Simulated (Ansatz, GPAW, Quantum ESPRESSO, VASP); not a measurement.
Code comparison for TiZn₃ (P1, 4 atoms in the cell)

Self-consistent single point.

```
CELL_PARAMETERS angstrom
      3.88083     0.00000     0.00000
      0.00000     3.88083     0.00000
      0.00000     0.00000     3.88083
ATOMIC_POSITIONS crystal
  Ti 0.99541 0.00971 0.00099
  Zn 0.00248 0.49822 0.49547
  Zn 0.51331 0.00467 0.50072
  Zn 0.48880 0.48740 0.00281
```

Shared settings, as Ansatz (a first-principles code) writes them: kpoints.mp_grid.grid = 5 5 5; scf.occupations.method = fermi_dirac; scf.occupations.width = 0.136 eV. Potentials and cutoffs stand in the table.

```
code                                                                      model  pressure (GPa)  largest force (eV/Å)   cutoff
----------------  -------------------------------------------------------------  --------------  --------------------  -------
VASP                               LDA (PZ), VASP's LDA PAW potentials (set 64)           -5.53                 0.531   300 eV
Quantum ESPRESSO            LDA (PZ), GBRV 1.5 ultrasoft (LDA) pseudopotentials           -6.35                 0.522    50 Ry
Ansatz                              LDA (PW92), default PAW files made with PBE           -5.94                 0.520  default
GPAW              LDA (Perdew-Wang 92), GPAW PAW datasets LDA (gpaw-data 1.0.1)           -6.02                 0.521   850 eV
```

Size of the force on each atom (eV/Å): Sizes of forces hide their directions.

```tsv
code	Ti1	Zn2	Zn3	Zn4
VASP	0.531	0.237	0.293	0.413
Quantum ESPRESSO	0.522	0.238	0.286	0.405
Ansatz	0.520	0.236	0.284	0.402
GPAW	0.521	0.235	0.283	0.401
```

On Ansatz's run: spin polarisation is off.

The spread over the programs that give each value: pressure within 0.82 GPa; largest force within 0.011 eV/Å.

Ansatz's pressure is given at a fixed set of plane waves, as the other plane-wave codes print theirs; with its correction for the finite basis it is -5.88 GPa. The same LDA comes in different parametrisations, which differ slightly.

VASP's run is marked for a possible Pulay error in its stress at this cutoff; no cutoff test was made.

The starting cell comes from a database of computed structures (which also holds hypothetical and non-ambient phases and stackings), without a prior relaxation at this level. Its atoms were displaced at random from the sites of space group no. 221.

Left out of this page: CP2K and SIESTA (not drawn, or without a comparable value).

Keys are those of Ansatz 0.2.
